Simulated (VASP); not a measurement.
## AlN with PBE: from relaxation to properties

Aim: relax AlN with PBE, compute its properties on that cell and hold them against experiment. The steps: relaxing cell and atoms (PBE), second relaxation, single point with fields (PBE), band structure (PBE), density of states (PBE), zone-centre phonons (PBE), dielectric tensor and Born charges (PBE), optical spectrum (PBE), core levels (PBE), band structure (HSE06) and bands along the symmetry lines (TB-mBJ). The start is a cell from a database of measured crystal structures.

Calculated with VASP 6.6.1; PBE; plane waves and PAW (Al, N), in the first sound run; inputs show where later runs differ.

Experimental background.

For AlN, wurtzite (literature value), “Electronic structure and chemical bonding anisotropy investigation of wurtzite AlN” (2011, arxiv:1112.6088) quotes earlier work: lattice constant a (a lattice parameter, reported experimental value) 3.111 Å [Literature experimental value cited in the paper's theory part].

“Structural, Surface and Optical Studies of m- and c-Face AlN Crystals Grown by Physical Vapor Transport Method” (2023, pmc:10004678) reports for AlN, wurtzite, by micro-Raman, 532 nm excitation (m-face PVT-grown bulk crystal, 300 K): Raman mode (E2(low)) about 247.6 cm⁻¹; Raman mode (A1(TO)) about 610.4 cm⁻¹ [m-face sample; 325 nm excitation gives 609.2 cm-1]; Raman mode (E2(high)) about 656.1 cm⁻¹ [stress-sensitive mode; residual stress in the crystal is evaluated from it]; Raman mode (E1(TO)) about 669.1 cm⁻¹.

Report form: the programs' logs are mostly left out.

## 1. The starting structure

Before any relaxation, the start is as follows. The structure is hexagonal, space group P6_3mc (No. 186). Conventional cell: a = 3.110 Å, b = 3.110 Å, c = 4.980 Å, α = 90.00°, β = 90.00°, γ = 120.00°. Al has 4 N at 1.89 to 1.90 Å nearest. Nearest to N lie 4 Al at 1.89 to 1.90 Å. Farther neighbours and most contacts between anions are not listed.

As a file:

```cif
data_structure
_symmetry_space_group_name_H-M 'P6_3mc'
_symmetry_Int_Tables_number 186
_cell_length_a 3.1100
_cell_length_b 3.1100
_cell_length_c 4.9800
_cell_angle_alpha 90.000
_cell_angle_beta 90.000
_cell_angle_gamma 120.000
_cell_volume 41.71
loop_
_atom_site_label
_atom_site_type_symbol
_atom_site_symmetry_multiplicity
_atom_site_Wyckoff_symbol
_atom_site_fract_x
_atom_site_fract_y
_atom_site_fract_z
_atom_site_occupancy
Al1 Al 2 b 0.66667 0.33333 0.00000 1
N1 N 2 b 0.66667 0.33333 0.38200 1
```

## 2. Relaxing cell and atoms (PBE)

Properties are meant for the cell that this level of theory prefers, so cell and atoms are relaxed first (ISIF = 3) until forces and stress are small; EDIFFG sets the threshold. PBE, the usual starting point, adds the gradient of the density.

INCAR reads:

```
SYSTEM = AlN
PREC = Accurate
ENCUT = 520
EDIFF = 1E-06
NELM = 100
ISMEAR = 0
SIGMA = 0.05
LREAL = .FALSE.
ALGO = Normal
GGA = PE
NBANDS = 14
LORBIT = 11
LWAVE = .FALSE.
LCHARG = .FALSE.
KPAR = 4
IBRION = 2
NSW = 60
ISIF = 3
EDIFFG = -0.01
```

POSCAR reads:

```
AlN
1.0
    3.1100000000      0.0000000000      0.0000000000
   -1.5550000000      2.6933390058      0.0000000000
    0.0000000000      0.0000000000      4.9800000000
Al N
2 2
Direct
    0.6666666667      0.3333333333      0.0000000000
    0.3333333333      0.6666666667      0.5000000000
    0.6666666667      0.3333333333      0.3820000000
    0.3333333333      0.6666666667      0.8820000000
```

KPOINTS reads:

```
Automatic mesh
0
Gamma
7 7 4
0 0 0
```

The projector-augmented-wave data sets are Al and N (PBE family, release 64).

The run is started by

```bash
$ mpirun -np 4 vasp_std
```

Run time: 5 s. Hardware: 4 MPI ranks of AMD EPYC 9R45, shared host; peak memory 0.54 GiB.

The gap is read on the k-mesh alone, so it is an upper bound where the band edges lie off the mesh. The run keeps the 12 symmetry operations of its start, so it cannot find a distortion of lower symmetry.

The steps of the relaxation:

```csv
step,energy less that of the first step (eV),largest force (eV/Å),pressure (GPa),volume (Å³)
1,0.0000,0.0083,3.88,41.71
2,-0.0018,0.0092,-3.26,43.26
3,-0.0095,0.0086,0.01,42.52
4,-0.0095,0.0086,-0.07,42.53
5,-0.0095,0.0087,-0.07,42.53
```

```csv
"conventional cell, symmetrised",before,after,change
a (Å),3.110,3.130,+0.6 %
b (Å),3.110,3.130,+0.6 %
c (Å),4.980,5.015,+0.7 %
volume (Å³/atom),10.43,10.63,+2.0 %
```

The relaxed structure:

```cif
data_structure
_symmetry_space_group_name_H-M 'P 1'
_symmetry_Int_Tables_number 1
_cell_length_a 3.1295
_cell_length_b 3.1295
_cell_length_c 5.0148
_cell_angle_alpha 90.000
_cell_angle_beta 90.000
_cell_angle_gamma 120.000
_cell_volume 42.53
loop_
_atom_site_label
_atom_site_type_symbol
_atom_site_fract_x
_atom_site_fract_y
_atom_site_fract_z
_atom_site_occupancy
Al1 Al 0.66667 0.33333 0.00012 1
Al2 Al 0.33333 0.66667 0.50012 1
N3 N 0.66667 0.33333 0.38188 1
N4 N 0.33333 0.66667 0.88188 1
```

A gap read on the k-mesh alone can miss the band edges.

Numbers from this step:

| Item | Value |
| --- | --- |
| electrons | 16 |
| bands | 14 |
| irreducible k-points | 24 |
| symmetry operations | 12 |
| free energy (TOTEN) | -29.78 eV |
| Fermi energy | 6.240 eV |
| pressure | -0.07369 GPa |
| metallic | no |
| valence top at k | 0, 0, 0 |
| conduction bottom at k | 0, 0, 0 |
| least direct gap at k | 0, 0, 0 |
| SCF cycles over all ionic steps | 33 |
| gap on the k-mesh | 4.048 eV |
| least direct gap on the k-mesh | 4.048 eV |

It ends with a largest force of 0.009 eV/Å and a pressure of -0.07 GPa. The volume lies +2.0 % from that of the database's start.

## 3. Second relaxation

The basis stayed that of the start cell while the cell moved. A rerun from the cell reached resets it; the error of the finite cutoff stays.

INCAR is that of step 2.

POSCAR reads:

```
AlN
1.0
    3.1295215986      0.0000000000      0.0000000000
   -1.5647607993      2.7102452061      0.0000000000
    0.0000000000      0.0000000000      5.0147745679
Al N
2 2
Direct
    0.6666666667      0.3333333333      0.0001193990
    0.3333333333      0.6666666667      0.5001193990
    0.6666666667      0.3333333333      0.3818806010
    0.3333333333      0.6666666667      0.8818806010
```

KPOINTS is that of step 2.

The run is started by

```bash
$ mpirun -np 4 vasp_std
```

It took 2.2 s on 4 MPI ranks; peak memory 0.51 GiB.

Little changed from the start: no atom moved by 0.005 Å and no cell edge by 0.1 %.

This step gave:

```
Fermi energy                    : 6.236 eV
pressure                        : -0.04375 GPa
SCF cycles over all ionic steps : 13
gap on the k-mesh               : 4.049 eV
least direct gap on the k-mesh  : 4.049 eV
```

It ends with a largest force of 0.009 eV/Å and a pressure of -0.04 GPa. The volume moved by under 0.01 %: the run met its threshold at the first step.

## 4. Single point with fields (PBE)

The relaxed cell gets a fresh self-consistent run, on a basis set for its own volume, to fix the density and to check the remaining stress.

INCAR, as its differences from that of step 3:

```diff
@@ -13,7 +13,5 @@
 LWAVE = .FALSE.
-LCHARG = .FALSE.
-KPAR = 4
-IBRION = 2
-NSW = 60
-ISIF = 3
-EDIFFG = -0.01
+LCHARG = .TRUE.
+ISIF = 2
+LELF = .TRUE.
+LVHAR = .TRUE.
```

POSCAR is that of step 3.

KPOINTS is that of step 3.

The run is started by

```bash
$ mpirun -np 4 vasp_std
```

It took 2.4 s on 4 MPI ranks; peak memory 0.37 GiB; 8.1 s of CPU time.

This step gave:

```yaml
scf_cycles: 13
bands: 16
fermi_energy: 6.195 eV
pressure: -0.04897 GPa
```

Valence electrons inside each PAW sphere by angular momentum. Sphere charges, by row:

```csv
atom,s (e),p (e),d (e),tot (e)
Al1,0.366,0.431,0,0.797
Al2,0.366,0.431,0,0.797
N3,1.222,2.627,0,3.848
N4,1.222,2.627,0,3.848
```

ELF in the ac plane at fractional y = 0.333, with atoms of Al and N within 0.2 Å of it. It is the smooth field of the valence electrons, not physical close to the nuclei.

Ten even steps from '0' (0.00) to '9' (0.88):
```
8888887530000157
8888887631000257
8888887631000257
7777776531001256
6677765431111235
5666654321101123
3455543110000112
2344321100000011
1222211111111111
1111112233443322
3111123566666654
5211246788888887
7411368999889998
8521479998778999
8521479997436899
8521478996214899
7421368987336898
6311257898778998
5211146899999987
3100125789999986
2100013689999864
1100112368998642
1111111224564321
3333332100110012
5566654200000013
7777776410000036
```
Columns run along a (3.1 Å), rows up along c (5.0 Å). Atoms in or near the plane, at fractional coordinates: Al at (0.67, 0.00), N at (0.67, 0.38).

Electrostatic potential energy in the ac plane at fractional y = 0.333, with atoms of Al and N within 0.2 Å of it. With pseudopotentials it is smooth inside the atoms' cores, unlike the true potential.

Ten even steps from '0' (-72 eV) to '9' (3 eV):
```
9999998630000258
9999998752001478
9999999875434689
9999999987777899
9999999998888999
9999999999999999
9999999999999999
9999999999999999
9999999999999999
9999999999999999
9888899999999999
9888889999999999
9888889998778999
9888899985334799
9988899963332489
9999999853453489
9999999953342489
9999999974323699
9999999998667999
9999999999999999
9999999999888999
9999999988777899
9999999875445689
9999998752001478
9999998630000258
9999998620000158
```
Columns run along a (3.1 Å; values clipped at the 3rd and 97th percentile), rows up along c (5.0 Å). Atoms in or near the plane, at fractional coordinates: Al at (0.67, 0.00), N at (0.67, 0.38).

Valence density in the ac plane at fractional y = 0.333, with atoms of Al and N within 0.2 Å of it. It is the smooth field of the valence electrons, not physical close to the nuclei.

Values in e/Å³, 22 rows by 16 columns, each cell a mean:
```
0.4 0.4 0.5 0.5 0.4 0.4 0.3 0.3 0.2 0.1 0.0 0.0 0.1 0.1 0.2 0.3
0.4 0.5 0.5 0.5 0.5 0.5 0.4 0.3 0.2 0.1 0.1 0.1 0.1 0.2 0.3 0.3
0.4 0.5 0.5 0.5 0.5 0.4 0.4 0.3 0.2 0.1 0.1 0.1 0.1 0.2 0.2 0.3
0.3 0.4 0.4 0.4 0.4 0.4 0.3 0.2 0.2 0.1 0.1 0.1 0.1 0.2 0.2 0.3
0.2 0.3 0.3 0.3 0.3 0.3 0.2 0.2 0.1 0.1 0.1 0.1 0.1 0.1 0.2 0.2
0.2 0.2 0.2 0.2 0.2 0.2 0.2 0.1 0.1 0.1 0.1 0.1 0.1 0.1 0.1 0.1
0.1 0.1 0.2 0.2 0.2 0.1 0.1 0.1 0.1 0.1 0.1 0.1 0.1 0.1 0.1 0.1
0.1 0.1 0.1 0.1 0.1 0.1 0.1 0.1 0.1 0.1 0.2 0.2 0.1 0.1 0.1 0.1
0.2 0.1 0.1 0.1 0.1 0.1 0.2 0.2 0.2 0.3 0.3 0.3 0.3 0.2 0.2 0.2
0.2 0.2 0.1 0.1 0.1 0.2 0.2 0.3 0.4 0.6 0.6 0.6 0.6 0.5 0.4 0.3
0.3 0.2 0.1 0.1 0.2 0.2 0.4 0.6 0.8 1.1 1.4 1.4 1.2 0.9 0.6 0.4
0.4 0.2 0.2 0.2 0.2 0.3 0.5 0.9 1.5 2.3 2.9 2.9 2.5 1.7 1.0 0.6
0.4 0.3 0.2 0.2 0.2 0.3 0.6 1.1 2.0 3.1 3.6 3.7 3.4 2.4 1.3 0.7
0.4 0.2 0.2 0.2 0.2 0.3 0.6 1.1 2.0 3.2 3.7 3.7 3.5 2.4 1.3 0.7
0.3 0.2 0.1 0.1 0.2 0.3 0.5 0.9 1.6 2.6 3.2 3.3 2.9 1.9 1.1 0.6
0.2 0.1 0.1 0.1 0.1 0.2 0.3 0.6 1.0 1.6 2.1 2.2 1.8 1.2 0.7 0.4
0.2 0.1 0.1 0.1 0.1 0.1 0.2 0.4 0.6 0.9 1.1 1.1 0.9 0.7 0.4 0.3
0.1 0.1 0.1 0.1 0.1 0.1 0.2 0.3 0.4 0.5 0.6 0.6 0.5 0.4 0.3 0.2
0.1 0.1 0.1 0.1 0.1 0.1 0.1 0.2 0.2 0.3 0.3 0.3 0.3 0.3 0.2 0.2
0.1 0.1 0.1 0.1 0.1 0.1 0.2 0.2 0.2 0.2 0.2 0.2 0.2 0.2 0.2 0.2
0.2 0.2 0.2 0.2 0.2 0.2 0.2 0.2 0.1 0.1 0.1 0.1 0.1 0.1 0.1 0.2
0.3 0.3 0.3 0.3 0.3 0.3 0.3 0.2 0.1 0.1 0.0 0.0 0.0 0.1 0.2 0.2
```
Columns run along a (3.1 Å), rows up along c (5.0 Å). Atoms in or near the plane, at fractional coordinates: Al at (0.67, 0.00), N at (0.67, 0.38).

In this run the pressure is -0.05 GPa, small enough to go on.

## 5. Band structure (PBE)

The mesh alone shows little of the dispersion and can miss band extrema, so KPOINTS_OPT adds a path through the symmetry points after the self-consistent cycle.

INCAR reads:

```
SYSTEM = AlN
PREC = Accurate
ENCUT = 520
EDIFF = 1E-06
NELM = 100
ISMEAR = 0
SIGMA = 0.05
LREAL = .FALSE.
ALGO = Normal
GGA = PE
NBANDS = 22
LORBIT = 11
LWAVE = .FALSE.
LCHARG = .FALSE.
KPAR = 4
```

POSCAR is that of step 4.

KPOINTS is that of step 4.

KPOINTS_OPT reads:

```
Line mode
16
Line-mode
Reciprocal
  0.00000000   0.00000000   0.00000000 GAMMA
  0.50000000   0.00000000   0.00000000 M

  0.50000000   0.00000000   0.00000000 M
  0.33333333   0.33333333   0.00000000 K

  0.33333333   0.33333333   0.00000000 K
  0.00000000   0.00000000   0.00000000 GAMMA

  0.00000000   0.00000000   0.00000000 GAMMA
  0.00000000   0.00000000   0.50000000 A

  0.00000000   0.00000000   0.50000000 A
  0.50000000   0.00000000   0.50000000 L

  0.50000000   0.00000000   0.50000000 L
  0.33333333   0.33333333   0.50000000 H

  0.33333333   0.33333333   0.50000000 H
  0.00000000   0.00000000   0.50000000 A

  0.50000000   0.00000000   0.50000000 L
  0.50000000   0.00000000   0.00000000 M

  0.33333333   0.33333333   0.00000000 K
  0.33333333   0.33333333   0.50000000 H
```

The run is started by

```bash
$ mpirun -np 4 vasp_std
```

It took 8.8 s on 4 MPI ranks; peak memory 0.6 GiB; 33 s of CPU time.

Numbers from this step:

| Property | Result |
| --- | --- |
| bands | 22 |
| Fermi energy | 6.249 eV |
| pressure | -0.05421 GPa |
| least gap on mesh and path | 4.048 eV |
| least direct gap on mesh and path | 4.048 eV |

The electronic bands at the labelled points (eV, zero at the valence-band top; v1 is the highest filled band, c1 the lowest empty one):

```csv
point,v4,v3,v2,v1,c1,c2,c3,c4
Γ,-0.85,-0.21,-0.21,0.00,4.05,6.51,10.46,11.02
0.47 of the way,-2.26,-1.49,-0.39,-0.37,5.95,7.61,8.17,9.76
M,-3.30,-2.06,-1.75,-0.69,5.76,5.76,8.03,10.15
0.47 of the way,-3.08,-2.88,-1.83,-1.43,5.54,6.93,8.63,9.96
K,-3.76,-2.42,-2.35,-2.35,5.05,8.27,9.55,9.55
0.47 of the way,-3.50,-1.83,-0.99,-0.68,6.88,7.15,8.39,9.13
Γ,-0.85,-0.21,-0.21,0.00,4.05,6.51,10.46,11.02
0.53 of the way,-0.75,-0.75,-0.32,-0.32,5.11,6.63,10.10,11.00
A,-0.54,-0.54,-0.54,-0.54,6.31,6.31,10.17,10.17
0.53 of the way,-1.59,-1.59,-1.08,-1.08,6.32,6.32,9.41,9.41
L,-1.45,-1.45,-1.35,-1.35,5.25,5.25,9.14,9.14
0.47 of the way,-2.60,-2.60,-0.94,-0.94,6.00,6.00,9.16,9.16
H,-3.80,-3.80,-0.79,-0.79,7.36,7.36,7.71,7.71
0.47 of the way,-1.92,-1.92,-1.21,-1.21,6.58,6.58,9.38,9.38
A,-0.54,-0.54,-0.54,-0.54,6.31,6.31,10.17,10.17
jump to L,-1.45,-1.45,-1.35,-1.35,5.25,5.25,9.14,9.14
0.47 of the way,-2.45,-1.87,-1.15,-0.96,4.97,5.83,9.13,9.40
M,-3.30,-2.06,-1.75,-0.69,5.76,5.76,8.03,10.15
jump to K,-3.76,-2.42,-2.35,-2.35,5.05,8.27,9.55,9.55
0.47 of the way,-4.35,-2.84,-1.54,-1.54,5.77,8.16,8.63,8.63
H,-3.80,-3.80,-0.79,-0.79,7.36,7.36,7.71,7.71
```

Of the projections kept (Al, N), the largest for each band there; the rest of the weight can lie on other orbitals:

```csv
point,v4,v3,v2,v1,c1,c2,c3,c4
Γ,N 0.90,N 0.97,N 0.97,N 0.97,N 0.74,Al 0.65,N 0.92,Al 0.98
M,N 0.74,N 0.81,N 0.82,N 0.90,Al 0.78,N 0.69,N 0.54,N 0.91
K,N 0.66,N 0.84,N 0.79,N 0.79,Al 0.91,N 0.99,N 0.84,N 0.84
Γ,N 0.90,N 0.97,N 0.97,N 0.97,N 0.74,Al 0.65,N 0.92,Al 0.98
A,N 0.93,N 0.93,N 0.93,N 0.93,N 0.70,N 0.70,Al 0.58,Al 0.58
L,N 0.85,N 0.85,N 0.87,N 0.87,Al 0.56,Al 0.56,Al 0.86,Al 0.86
```

The path finds the gap of the mesh within 0.02 eV, so the mesh comes close to both band edges.

## 6. Density of states (PBE)

A density of states needs more k-points than a total energy; ISMEAR = -5 takes tetrahedra, and LORBIT projects the states on the PAW spheres. The mesh is finer than in the run before.

INCAR, as its differences from that of step 5:

```diff
@@ -5,3 +5,3 @@
 NELM = 100
-ISMEAR = 0
+ISMEAR = -5
 SIGMA = 0.05
@@ -15 +15,2 @@
 KPAR = 4
+NEDOS = 2001
```

POSCAR is that of step 5.

KPOINTS reads:

```
Automatic mesh
0
Gamma
10 10 6
0 0 0
```

The run is started by

```bash
$ mpirun -np 4 vasp_std
```

Run time: 5.2 s. Hardware: 4 MPI ranks; peak memory 0.6 GiB; 19 s of CPU time.

This step gave:

- irreducible k-points: 56
- Fermi energy: 5.991 eV
- pressure: -0.05178 GPa

The density of states has structure finer than the step of the table below, so its rows give means over 1 eV, whole bins alone (the curve runs from -12.0 to 11.3 eV). Peaks (eV: height): total -4.8: 3.90, -0.9: 5.50, 9.5: 3.10, 11.1: 3.08; N p -4.8: 1.22, -0.9: 2.99, 9.7: 0.620; Al p -4.8: 0.185, -0.9: 0.364, 6.2: 0.201, 9.5: 0.275; Al s -4.8: 0.436, 8.7: 0.232, 9.7: 0.268, 11.1: 0.469; N s -4.8: 0.0726, 6.1: 0.190, 8.7: 0.140, 9.5: 0.0773.

States under -12.0 eV and over 11.3 eV are left out. Table of density of states by energy, zero at the valence-band top; means over each step; values in states/eV/cell:

```csv
energy (eV),total,N p,Al p,Al s,N s
-7,0,0,0,0,0
-6,0.0728,0.0213,0.00364,0.00861,5.3e-4
-5,2.23,0.691,0.0991,0.261,0.0396
-4,1.36,0.460,0.0597,0.133,0.0503
-3,1.69,0.671,0.118,0.0870,0.0295
-2,2.51,1.16,0.197,0.0570,0.0188
-1,3.69,1.98,0.238,0.0277,0.00914
0,0.438,0.257,0.0155,3.6e-4,1.7e-4
1,0,0,0,0,0
2,0,0,0,0,0
3,0,0,0,0,0
4,0.00427,3.0e-4,5.2e-6,4.3e-4,0.00129
5,0.348,0.0270,0.0247,0.0159,0.0360
6,2.05,0.234,0.167,0.0705,0.148
7,1.31,0.202,0.0986,0.0544,0.0828
8,0.804,0.128,0.0421,0.0714,0.0508
9,2.06,0.304,0.162,0.181,0.0756
10,1.42,0.276,0.107,0.123,0.0225
```

The gap on this mesh is 4.05 eV. In the top eV of the valence band the largest shares in the PAW spheres are N p 56 % and Al p 6 %; in the lowest eV of the conduction band, N s 27 %, N p 10 % and Al s 9 %. The rest lies in smaller channels or between the spheres.

## 7. Zone-centre phonons (PBE)

Zone-centre modes test whether the atoms sit at a minimum within this cell. IBRION = 8 takes the force constants from linear response, which needs tightly converged orbitals.

INCAR reads:

```
SYSTEM = AlN
PREC = Accurate
ENCUT = 520
EDIFF = 1E-08
NELM = 100
ISMEAR = 0
SIGMA = 0.05
LREAL = .FALSE.
ALGO = Normal
GGA = PE
NBANDS = 14
LORBIT = 11
LWAVE = .FALSE.
LCHARG = .FALSE.
KPAR = 4
IBRION = 8
LEPSILON = .TRUE.
ISIF = 2
```

POSCAR is that of step 6.

KPOINTS reads:

```
Automatic mesh
0
Gamma
7 7 4
0 0 0
```

The run is started by

```bash
$ mpirun -np 4 vasp_std
```

Elapsed: 53 s, on 4 MPI ranks; peak memory 1.1 GiB.

Energies printed during the response cycles are not total energies of the cell.

This step gave:

- bands: 14
- irreducible k-points: 24
- pressure of the cell: -0.06584 GPa
- largest force of the cell: 0.008645 eV/Å
- Fermi energy: 6.235 eV
- gap on the k-mesh: 4.048 eV
- least direct gap on the k-mesh: 4.048 eV

Electronic dielectric tensor with local fields:

```
4.49 0.00 0.00
0.00 4.49 0.00
0.00 0.00 4.69
```

Ionic part of the static dielectric tensor:

```
3.78 0.00 0.00
0.00 3.78 0.00
0.00 0.00 5.11
```

Born effective charge (e), principal values of the symmetric part by kind of site:

```csv
atom,atoms with these values,low,middle,high,mean
Al1,2,2.52,2.52,2.68,2.57
N3,2,-2.68,-2.52,-2.52,-2.57
```

In full for Al1:

```
2.52 0.00 0.00
0.00 2.52 0.00
0.00 0.00 2.68
```

Infrared lines, with heights relative to the strongest:

```csv
position (cm⁻¹),lines merged,"squared mode dipole, relative"
237,2,0.0
536,1,0.0
594,1,56
638,2,0.0
650,2,100
708,1,0.0
```

Transverse limit, no LO-TO splitting. Modes at Γ, with each element's share of the kinetic energy:

```csv
mode,frequency (cm⁻¹),symmetry,IR,Al %,N %
1,-0.1,acoustic,9.2e-10,66,34
2,0.0,acoustic,1.3e-8,66,34
3,0.0,acoustic,1.3e-8,66,34
4,237.4,E2,0,71,29
5,237.4,E2,0,71,29
6,535.6,B,0,100,0
7,593.8,A1,1.6,34,66
8,637.7,E2,0,29,71
9,637.7,E2,0,29,71
10,650.0,E1,1.4,34,66
11,650.0,E1,1.4,34,66
12,707.9,B,0,0,100
```

Displacements in mode 5 (237.4 cm⁻¹), the largest set to 1:
```
Al1  0.00 -1.00  0.00
Al2  0.00  1.00  0.00
N3   0.00  0.88  0.00
N4   0.00 -0.88  0.00
```

Displacements in mode 11 (650.0 cm⁻¹), the largest set to 1:
```
Al1  0.00 -0.52  0.00
Al2  0.00 -0.52  0.00
N3   0.00  1.00  0.00
N4   0.00  1.00  0.00
```

Piezoelectric tensor, ionic part (C/m²), by row:

```csv
field,xx,yy,zz,xy,yz,zx
x,0,0,0,0,0,-0.6284
y,0,0,0,0,-0.617,0
z,-0.8543,-0.8543,1.887,0,0,0
```

Piezoelectric tensor with clamped ions (C/m²), by row:

```csv
field,xx,yy,zz,xy,yz,zx
x,0,0,0,0,0,0.3405
y,0,0,0,0,0.3405,0
z,0.2699,0.2699,-0.4213,0,0,0
```

The Born charges sum to zero; the printed set may have that rule imposed, so this is no test. By the characters of their eigenvectors the optical modes sort into (cm⁻¹) Raman active: E2 237, A1 594, E2 638, E1 650; infrared active: A1 594, E1 650; silent: B 536, B 708. B labels carry no number here, since it depends on the setting of the axes.

## 8. Dielectric tensor and Born charges (PBE)

The response to a static field gives the electronic dielectric tensor and the Born charges. It needs tightly converged orbitals, hence the small EDIFF.

INCAR, as its differences from that of step 7:

```diff
@@ -6,3 +6,3 @@
 ISMEAR = 0
-SIGMA = 0.05
+SIGMA = 0.01
 LREAL = .FALSE.
@@ -15,4 +15,2 @@
 KPAR = 4
-IBRION = 8
 LEPSILON = .TRUE.
-ISIF = 2
```

POSCAR is that of step 7.

KPOINTS reads:

```
Automatic mesh
0
Gamma
12 12 7
0 0 0
```

The run is started by

```bash
$ mpirun -np 4 vasp_std
```

It took 66 s on 4 MPI ranks; peak memory 1.7 GiB.

Numbers from this step:

```yaml
irreducible_k_points: 76
fermi_energy: 6.049 eV
pressure: -0.06369 GPa
```

Electronic dielectric tensor with local fields:

```
4.46 0.00 0.00
0.00 4.46 0.00
0.00 0.00 4.69
```

Born effective charge (e), principal values of the symmetric part by kind of site:

```csv
atom,atoms with these values,low,middle,high,mean
Al1,2,2.52,2.52,2.68,2.57
N3,2,-2.68,-2.52,-2.52,-2.57
```

In full for N3:

```
-2.52  0.00  0.00
 0.00 -2.52  0.00
 0.00  0.00 -2.68
```

Piezoelectric tensor with clamped ions (C/m²), by row:

```csv
field,xx,yy,zz,xy,yz,zx
x,0,0,0,0,0,0.3407
y,0,0,0,0,0.3407,0
z,0.2702,0.2702,-0.4219,0,0,0
```

The Born charges sum to zero; the printed set may have that rule imposed, so this is no test. The mean dielectric constant is 4.539 here and 4.555 on the 7×7×4 mesh of an earlier step, a measure of its convergence. Born charges and mode vectors give each infrared mode its dipole; summed over the modes, dipole squared over frequency squared adds 4.22 to the electronic 4.54, for a mean static constant of 8.75. The mean Born charge of N, -2.57 e, lies near its nominal -3, though a dynamic charge doesn't by itself measure how ionic a bond is.

[end of part 1 of 2]

[Lines on the potential files, build, host, timing and source positions are cut from VASP's logs without a mark.]

[Logs are printed without paths, hosts, clocks, repeated set-up lines and the standing remarks that a program may print on its own settings, such as how far it seeks lower states.]

[Hosts, paths, dates, database ids (printed as entryN), source tags and the programs' standing remarks are cut or masked in the printed files.]

[A measured line is paired with the nearest computed mode of its activity, which favours agreement.]
